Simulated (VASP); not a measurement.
```
CELL_PARAMETERS angstrom
      0.00000     2.69981     2.69981
      2.69981     0.00000     2.69981
      2.69981     2.69981     0.00000
ATOMIC_POSITIONS crystal
  Cd 0.00000 0.00000 0.00000
  F  0.25000 0.25000 0.25000
  F  0.75000 0.75000 0.75000
```

Method: PBEsol GGA, VASP's PBE PAW potentials (set 64) (plane waves; VASP). Run with PREC = Normal, EDIFF = 1E-5, 450 eV cut-off, 9×9×9 Γ-centred mesh, Gaussian smearing of 0.050 eV, potentials Cd F.

At this cut-off the stress carries a Pulay error, which pulls relaxed volumes low.

Give the stress tensor in GPa (positive for a compressed cell).

```
-2.62   0.00   0.00
 0.00  -2.62   0.00
 0.00   0.00  -2.62
```
The pressure is its mean diagonal, -2.62 GPa.

The compound is CdF2 in the fluorite structure. It was relaxed first.
